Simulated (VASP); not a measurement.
Here is the system:

```
GaP
1.0
    0.00000     2.74804     2.74804
    2.74804     0.00000     2.74804
    2.74804     2.74804     0.00000
Ga P
1 1
Direct
  0.00000   0.00000   0.00000
  0.25000   0.25000   0.25000
```

Method: AM05 GGA, VASP's PBE PAW potentials (set 64) (plane waves; VASP). Numerical set-up: 520 eV cut-off, 8×8×8 Γ-centred mesh, Gaussian smearing of 0.050 eV, potentials Ga_d P.

Problem. What does the run give for the energy per atom (σ→0), pressure, band gap (on the k-mesh) with the smallest direct gap where there is one?

Solution. 
* **band gap (on the k-mesh)**: 1.57 eV
* **smallest direct gap (on the k-mesh)**: 1.63 eV
* **energy per atom (σ→0)**: -4.723 eV/atom
* **pressure**: -2.29 GPa

The absolute energy has meaning only against runs of the same code, potentials and settings.

The compound is GaP in the zinc blende structure. This cell is one point of a volume scan, at 1.03 of the reference volume.
